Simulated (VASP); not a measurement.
Data:

```yaml
crystal:
  lattice:
    - [0.00000, 2.90510, 2.90510]
    - [2.90510, 0.00000, 2.90510]
    - [2.90510, 2.90510, 0.00000]
  atoms:
    - { symbol: Ge, position: [0.00000, 0.00000, 0.00000] }
    - { symbol: Ge, position: [0.25000, 0.25000, 0.25000] }
```

Computed with RPBE GGA, VASP's PBE PAW potentials (set 64) (plane waves; VASP). Numerical set-up: 520 eV cut-off, Gaussian smearing of 0.050 eV, potentials Ge_d.

Q: What does the run give for the band gap (along the path) with the smallest direct gap where there is one?

A: 
| Property | Result |
|---|---|
| band gap (along the path) | none (metal, semimetal or under 0.01 eV) |

Only differences to runs with the same potentials and settings are physical.

The compound is Ge in the diamond structure. It was relaxed first, which changed the volume by +8 %.
